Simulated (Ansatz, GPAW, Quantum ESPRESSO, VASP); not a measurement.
**One structure in several programs: ZrH (P4_2/mmc, 4 atoms in the cell)**

Self-consistent single point.

```
ZrH
1.0
    3.26696     0.00000     0.00000
    0.00000     3.26696     0.00000
    0.00000     0.00000     5.04998
Zr H
2 2
Direct
  0.00000   0.50000   0.50000
  0.50000   0.00000   0.00000
  0.50000   0.50000   0.25000
  0.50000   0.50000   0.75000
```

All programs got the same cell, k-point mesh and kind of occupations (in Ansatz's words: kpoints.mp_grid.grid = 7 7 5; scf.occupations.method = fermi_dirac; scf.occupations.width = 0.0037 Ry); potentials, basis and cutoffs are each program's usual ones.

```tsv
code	model	pressure (GPa)	cutoff
Ansatz	PBEsol, PAW files made with PBE	-6.34	30.9 Ry
VASP	PBEsol, VASP's PBE PAW potentials (set 64)	-7.49	300 eV
Quantum ESPRESSO	PBEsol, PseudoDojo standard norm-conserving (PBESOL) pseudopotentials	-6.26	75 Ry
GPAW	PBEsol, GPAW PAW datasets PBEsol (made by gpaw-setup)	-6.62	800 eV
```

The spread over the programs that give each value: pressure within 1.23 GPa.

The starting cell comes from a database of computed structures (which also holds hypothetical and non-ambient phases and stackings), without a prior relaxation at this level. Its lattice was rescaled by a random factor within 2.5 % of one. On Ansatz's run: In the base run, with a pressure of about -6 GPa the cell is away from its equilibrium volume at this level.

**Question.** Why do the programs differ, and what cannot be compared?

**Answer.** Differences of this kind can come from the potentials, where these differ, and from what each basis and cutoff leave unconverged. The zero of total energies and Fermi levels follows the potentials and each program's conventions, so they are not compared here. Ansatz's pressure is given at a fixed set of plane waves, as the other plane-wave codes print theirs; with its correction for the finite basis it is -6.28 GPa. Ansatz's smearing width was typed in Ry to four decimals, so it matches the others to a few per cent. In the pressure, VASP (by 1.01) lies more than 1 GPa from the median of the plane-wave programs.

VASP's run is marked for a possible Pulay error in its stress at this cutoff; no cutoff test was made.

Left out of this page: ABINIT, CP2K, FLEUR and SIESTA (not drawn, or without a comparable value).

Ansatz is a first-principles code.

Keys are those of Ansatz 0.2.
